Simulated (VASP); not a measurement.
# Zr4Tl (Pm-3m) in VASP: notebook

One crystal, Zr4Tl, is run at these levels: PBE, LDA, RPBE+D3; tasks: relaxation of cell and atoms, relaxation of the atoms, atomic charges.

Program: VASP 6.6.1. These are calculated values, not measurements. Logs are shortened: lines on timing, memory, paths and dates and some standing lists are left out, and cuts for length are marked.

## (1) The structure

Symmetry: Pm-3m, No. 221, cubic system. The conventional cell has a = 5.305 Å, b = 5.305 Å, c = 5.305 Å, α = 90.00°, β = 90.00°, γ = 90.00°. Zr (site symmetry 4/mmm) is surrounded by 2 Tl at 2.65 Å. Zr (site symmetry m-3m) is surrounded by 12 Zr at 3.75 Å. Around Tl (site symmetry m-3m) lie 6 Zr at 2.65 Å.

The cell was built by a generator and needn't be a form met in nature.

## (2) Relaxation of cell and atoms, PBE

The input, INCAR:

```
SYSTEM = Zr4Tl
PREC = Accurate
ENCUT = 600
EDIFF = 1E-6
ISMEAR = 1
SIGMA = 0.2
LREAL = .FALSE.
LASPH = .TRUE.
NELM = 60
ALGO = Normal
ISIF = 3
LWAVE = .FALSE.
LCHARG = .FALSE.
GGA = PE
IBRION = 2
NSW = 40
EDIFFG = -0.02
```

The input, KPOINTS:

```
Automatic mesh
0
G
  5 5 5
  0 0 0
```

The input, POSCAR:

```
Zr4Tl
1.0
    5.3047500000      0.0000000000      0.0000000000
    0.0000000000      5.3047500000      0.0000000000
    0.0000000000      0.0000000000      5.3047500000
Zr Tl
4 1
Direct
    0.0000000000      0.5000000000      0.5000000000
    0.5000000000      0.5000000000      0.0000000000
    0.5000000000      0.0000000000      0.5000000000
    0.0000000000      0.0000000000      0.0000000000
    0.5000000000      0.5000000000      0.5000000000
```

Potentials or basis: VASP PAW PBE potentials, release 64 (Zr_sv, Tl_d).

Command:

```
> cat potpaw_PBE.64/Zr_sv/POTCAR potpaw_PBE.64/Tl_d/POTCAR > POTCAR
> mpirun -np 1 vasp_std > vasp.out
```

OUTCAR:

```text
SYSTEM = Zr4Tl
   PREC = Accurate
   ENCUT = 600
   EDIFF = 1E-6
   ISMEAR = 1
   LREAL = .FALSE.
   LASPH = .TRUE.
   NELM = 60
   ISIF = 3
   GGA = PE
   IBRION = 2
   NSW = 40
   EDIFFG = -0.02

 ion  position               nearest neighbor table
   1  0.000  0.500  0.500-   5 2.65   5 2.65   4 3.75   2 3.75   2 3.75   4 3.75   3 3.75   4 3.75
                             4 3.75   2 3.75   3 3.75   3 3.75   2 3.75   3 3.75
   2  0.500  0.500  0.000-   5 2.65   5 2.65   4 3.75   1 3.75   1 3.75   3 3.75   3 3.75   3 3.75
                             4 3.75   3 3.75   1 3.75   4 3.75   1 3.75   4 3.75
   3  0.500  0.000  0.500-   5 2.65   5 2.65   4 3.75   1 3.75   2 3.75   4 3.75   1 3.75   2 3.75
                             2 3.75   2 3.75   1 3.75   4 3.75   4 3.75   1 3.75
   4  0.000  0.000  0.000-   1 3.75   2 3.75   3 3.75   1 3.75   3 3.75   1 3.75   2 3.75   1 3.75
                             2 3.75   3 3.75   3 3.75   2 3.75
   5  0.500  0.500  0.500-   1 2.65   2 2.65   3 2.65   2 2.65   3 2.65   1 2.65

  LATTYP: Found a simple cubic cell.
 ALAT       =     5.3047500000

  Lattice vectors:

 A1 = (   5.3047500000,   0.0000000000,   0.0000000000)
 A2 = (   0.0000000000,   5.3047500000,   0.0000000000)
 A3 = (   0.0000000000,   0.0000000000,   5.3047500000)

Analysis of symmetry for initial positions (statically):
=====================================================================
 Subroutine PRICEL returns:
 Original cell was already a primitive cell.

 Routine SETGRP: Setting up the symmetry group for a
 simple cubic supercell.

 Subroutine GETGRP returns: Found 48 space group operations
 (whereof 48 operations were pure point group operations)
 out of a pool of 48 trial point group operations.

The static configuration has the point symmetry O_h .

Analysis of symmetry for dynamics (positions and initial velocities):
=====================================================================
 Subroutine PRICEL returns:
 Original cell was already a primitive cell.

 Routine SETGRP: Setting up the symmetry group for a
 simple cubic supercell.

 Subroutine GETGRP returns: Found 48 space group operations
 (whereof 48 operations were pure point group operations)
 out of a pool of 48 trial point group operations.

The dynamic configuration has the point symmetry O_h .

 Subroutine INISYM returns: Found 48 space group operations
 (whereof 48 operations are pure point group operations),
 and found     1 'primitive' translations

----------------------------------------------------------------------------------------

                                     Primitive cell

  volume of cell :     149.2776

  direct lattice vectors                    reciprocal lattice vectors
     5.304750000  0.000000000  0.000000000     0.188510297  0.000000000  0.000000000
     0.000000000  5.304750000  0.000000000     0.000000000  0.188510297  0.000000000
     0.000000000  0.000000000  5.304750000     0.000000000  0.000000000  0.188510297

  length of vectors
     5.304750000  5.304750000  5.304750000     0.188510297  0.188510297  0.188510297

  position of ions in fractional coordinates (direct lattice)
     0.000000000  0.500000000  0.500000000
     0.500000000  0.500000000  0.000000000
     0.500000000  0.000000000  0.500000000
     0.000000000  0.000000000  0.000000000
     0.500000000  0.500000000  0.500000000

  ion indices of the primitive-cell ions
   primitive index   ion index
                 1           1
                 2           2
                 3           3
                 4           4
                 5           5

----------------------------------------------------------------------------------------

 KPOINTS: Automatic mesh

Automatic generation of k-mesh.
 Grid dimensions read from file:
 generate k-points for:    5    5    5

 Generating k-lattice:

  Cartesian coordinates                     Fractional coordinates (reciprocal lattice)
     0.037702059  0.000000000  0.000000000     0.200000000  0.000000000  0.000000000
     0.000000000  0.037702059  0.000000000     0.000000000  0.200000000  0.000000000
     0.000000000  0.000000000  0.037702059     0.000000000  0.000000000  0.200000000

  Length of vectors
     0.037702059  0.037702059  0.037702059

  Shift w.r.t. Gamma in fractional coordinates (k-lattice)
     0.000000000  0.000000000  0.000000000

 Subroutine IBZKPT returns following result:
 ===========================================

 Found     10 irreducible k-points:

 Following reciprocal coordinates:
            Coordinates               Weight
  0.000000  0.000000  0.000000      1.000000
  0.200000  0.000000  0.000000      6.000000
  0.400000  0.000000  0.000000      6.000000
  0.200000  0.200000  0.000000     12.000000
  0.400000  0.200000  0.000000     24.000000
  0.400000  0.400000  0.000000     12.000000
  0.200000  0.200000  0.200000      8.000000
  0.400000  0.200000  0.200000     24.000000
  0.400000  0.400000  0.200000     24.000000
  0.400000  0.400000  0.400000      8.000000
   k-points           NKPTS =     10   k-points in BZ     NKDIM =     10   number of bands    NBANDS=     36
   number of dos      NEDOS =    301   number of ions     NIONS =      5
   total plane-waves  NPLWV =  74088
   dimension x,y,z NGX =    42 NGY =   42 NGZ =   42
   dimension x,y,z NGXF=    84 NGYF=   84 NGZF=   84
   ions per type =               4   1
   NGX,Y,Z   is equivalent  to a cutoff of  13.16, 13.16, 13.16 a.u.
   NGXF,Y,Z  is equivalent  to a cutoff of  26.32, 26.32, 26.32 a.u.
 SYSTEM =  Zr4Tl
   PREC   = accura    normal or accurate (medium, high low for compatibility)
   ISTART =      0    job   : 0-new  1-cont  2-samecut
   ICHARG =      2    charge: 1-file 2-atom 10-const
   ISPIN  =      1    spin polarized calculation?
   LNONCOLLINEAR =      F non collinear calculations
   LSORBIT =      F    spin-orbit coupling
   LASPH  =      T    aspherical Exc in radial PAW
   ENCUT  =  600.0 eV  44.10 Ry    6.64 a.u.  10.59 10.59 10.59*2*pi/ulx,y,z
   NELM   =     60;   NELMIN=  2; NELMDL= -5     # of ELM steps
   EDIFF  = 0.1E-05   stopping-criterion for ELM
   LREAL  =      F    real-space projection
   EDIFFG = -.2E-01   stopping-criterion for IOM
   NSW    =     40    number of steps for IOM
   IBRION =      2    ionic relax: 0-MD 1-quasi-New 2-CG
   NFREE  =      1    steps in history (QN), initial steepest desc. (CG)
   ISIF   =      3    stress and relaxation
   ISYM   =      2    0-nonsym 1-usesym 2-fastsym
   POTIM  = 0.5000    time-step for ionic-motion
   TEBEG  =    0.0;   TEEND  =   0.0 temperature during run
   PSTRESS=    0.0 pullay stress
   NELECT =      61.0000    total number of electrons
   NUPDOWN=      -1.0000    fix difference up-down
   EMIN   =  10.00;   EMAX   =-10.00  energy-range for DOS
   EFERMI =   0.00;   METHOD = LEGACY
   ISMEAR =     1;   SIGMA  =   0.20  broadening in eV -4-tet -1-fermi 0-gaus
   EFERMI_NEDOS =   21; number of points for ismear=-14 and -15
   IALGO  =     38    algorithm
   IMIX   =      4    mixing-type and parameters
     AMIX     =   0.40;   BMIX     =  1.00
     AMIX_MAG =   1.60;   BMIX_MAG =  1.00
  volume/ion in A,a.u.               =      29.86       201.48
  Fermi-wavevector in a.u.,A,eV,Ry     =   1.214842  2.295719 20.080042  1.475841
  Thomas-Fermi vector in A             =   2.350249
   LORBIT       =      0    0 simple, 1 ext, 2 COOP (PROOUT), +10 PAW based schemes
   GGA     = PE    functional components
   LHFCALC =     F    Hartree Fock is set to
   AEXX    =    0.0000 exact exchange contribution
   IVDW    =     0    specifies the selected vdW correction
   LEPSILON=     F    determine dielectric tensor
   LRPA    =     F    only Hartree local field effects (RPA)
 conjugate gradient relaxation of ions
 non-spin polarized calculation
 Methfessel and Paxton  Order N= 1 SIGMA  =   0.20
  energy-cutoff  :      600.00
  volume of cell :      149.28
 maximum number of plane-waves:      5001
 NGX is ok and might be reduce to    42
   NGX = 21   NGY = 21   NGZ = 21

 number of electron      61.0000001 magnetization

 Free energy of the ion-electron system (eV)
  ---------------------------------------------------
  ext. energy  EPLUGINS =         0.00000000
  ---------------------------------------------------
  free energy    TOTEN  =       -30.33556827 eV

  energy without entropy =      -30.29179199  energy(sigma->0) =      -30.32097618

 E-fermi :   6.2284     XC(G=0):  -9.9061

 val. band max:        6.2031833410   @ k =   0.4000   0.4000   0.2000
 cond. band min:       6.2582084004   @ k =   0.0000   0.0000   0.0000
 fundamental gap:      0.0550250593
 Fermi energy:         6.2283863963

 k-point     1 :       0.0000    0.0000    0.0000
  band No.  band energies     occupation
      1     -43.5460      2.00000
      2     -43.1018      2.00000
      3     -43.0835      2.00000
      4     -43.0835      2.00000
      5     -21.4664      2.00000
      6     -21.4664      2.00000
[... 28 lines left out ...]
     35       8.4334     -0.00000
     36       8.4334     -0.00000

 k-point     2 :       0.2000    0.0000    0.0000
  band No.  band energies     occupation
      1     -43.5459      2.00000
      2     -43.1001      2.00000
      3     -43.0846      2.00000
      4     -43.0835      2.00000
      5     -21.4643      2.00000
      6     -21.4643      2.00000
[... 28 lines left out ...]
     35       8.0430     -0.00000
     36       8.4093     -0.00000

 k-point     3 :       0.4000    0.0000    0.0000
  band No.  band energies     occupation
      1     -43.5458      2.00000
      2     -43.0966      2.00000
      3     -43.0871      2.00000
      4     -43.0835      2.00000
      5     -21.4610      2.00000
      6     -21.4610      2.00000
[... 28 lines left out ...]
     35       7.3961     -0.00000
     36       7.6131     -0.00000
[... 196 lines left out ...]
 k-point     9 :       0.4000    0.4000    0.2000
  band No.  band energies     occupation
      1     -43.5457      2.00000
      2     -43.0910      2.00000
      3     -43.0874      2.00000
      4     -43.0866      2.00000
      5     -21.4660      2.00000
      6     -21.4655      2.00000
[... 28 lines left out ...]
     35       7.0641     -0.00000
     36       7.2741     -0.00000

 k-point    10 :       0.4000    0.4000    0.4000
  band No.  band energies     occupation
      1     -43.5457      2.00000
      2     -43.0892      2.00000
      3     -43.0874      2.00000
      4     -43.0874      2.00000
      5     -21.4699      2.00000
      6     -21.4699      2.00000
[... 28 lines left out ...]
     35       6.9412     -0.00001
     36       7.0235     -0.00000

------------------------ aborting loop because EDIFF is reached ----------------------------------------

  FORCE on cell =-STRESS in cart. coord.  units (eV):
  Direction    XX          YY          ZZ          XY          YZ          ZX
  --------------------------------------------------------------------------------------
  -------------------------------------------------------------------------------------
  Total        0.0076723      0.0076723      0.0076723      0.0000000      0.0000000      0.0000000
  in kB        0.0823454      0.0823454      0.0823454      0.0000000      0.0000000      0.0000000
  external PRESSURE =       0.0823454 kB  Pullay stress =       0.0000000 kB

 VOLUME and BASIS-vectors are now :
 -----------------------------------------------------------------------------
  energy-cutoff  :      600.00
  volume of cell :      149.28
      direct lattice vectors                 reciprocal lattice vectors
     5.304750000  0.000000000  0.000000000     0.188510297  0.000000000  0.000000000
     0.000000000  5.304750000  0.000000000     0.000000000  0.188510297  0.000000000
     0.000000000  0.000000000  5.304750000     0.000000000  0.000000000  0.188510297

 POSITION                                       TOTAL-FORCE (eV/Angst)
 -----------------------------------------------------------------------------------
      0.00000      2.65238      2.65238         0.000000      0.000000      0.000000
      2.65238      2.65238      0.00000         0.000000      0.000000      0.000000
      2.65238      0.00000      2.65238         0.000000      0.000000      0.000000
      0.00000      0.00000      0.00000         0.000000      0.000000      0.000000
      2.65238      2.65238      2.65238         0.000000      0.000000      0.000000
 -----------------------------------------------------------------------------------
    total drift:                                0.000000     -0.000000     -0.000000

  FREE ENERGIE OF THE ION-ELECTRON SYSTEM (eV)
  ---------------------------------------------------
  free  energy   TOTEN  =       -30.3355682677 eV

  energy  without entropy=      -30.2917919934  energy(sigma->0) =      -30.32097618

 reached required accuracy - stopping structural energy minimisation
```

Wall time 60 s (1 thread of Intel Xeon 6975P-C (Granite Rapids), shared host); peak memory 0.28 GiB.

Results:

- Free energy: -30.3356 eV
- Pressure after relaxing: 0.0 GPa
- Band gap on the k mesh: none (metal or under the smearing width)

Final structure:
```cif
data_structure
_symmetry_space_group_name_H-M 'P 1'
_symmetry_Int_Tables_number 1
_cell_length_a 5.3048
_cell_length_b 5.3048
_cell_length_c 5.3048
_cell_angle_alpha 90.000
_cell_angle_beta 90.000
_cell_angle_gamma 90.000
_cell_volume 149.28
loop_
_atom_site_label
_atom_site_type_symbol
_atom_site_fract_x
_atom_site_fract_y
_atom_site_fract_z
_atom_site_occupancy
Zr1 Zr 0.00000 0.50000 0.50000 1
Zr2 Zr 0.50000 0.50000 0.00000 1
Zr3 Zr 0.50000 0.00000 0.50000 1
Zr4 Zr 0.00000 0.00000 0.00000 1
Tl1 Tl 0.50000 0.50000 0.50000 1
```

Caveat: the relaxation stopped at its first step, so nothing moved.

[end of part 1 of 2]
